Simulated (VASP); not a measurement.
Input:

```xyz
2
Lattice="4.0247 0.0000 0.0000 -2.0123 3.4855 0.0000 0.0000 0.0000 14.0000" Properties=species:S:1:pos:R:3 pbc="T T T"
Ga     0.0000     0.0000     7.0000
Ga     2.0123     1.1618     7.0000
```

These are PBE GGA, VASP's PBE PAW potentials (set 64) (plane waves; VASP) values and carry that method's errors. Settings: 300 eV cut-off, 7×7×1 Γ-centred mesh, Fermi-Dirac smearing of 0.050 eV, potentials Ga_d.

The cell holds a wide vacuum, so values per volume refer to the whole cell.

Q: Estimate the energy per atom (σ→0), band gap (on the k-mesh) with the smallest direct gap where there is one.

A: 
```json
{
  "band gap (on the k-mesh)": "none (metal, semimetal or under 0.01 eV)",
  "energy per atom (σ→0)": "-2.142 eV/atom"
}
```

Only differences to runs with the same potentials and settings are physical.

The cell is a sheet with vacuum, built from a generated structure.
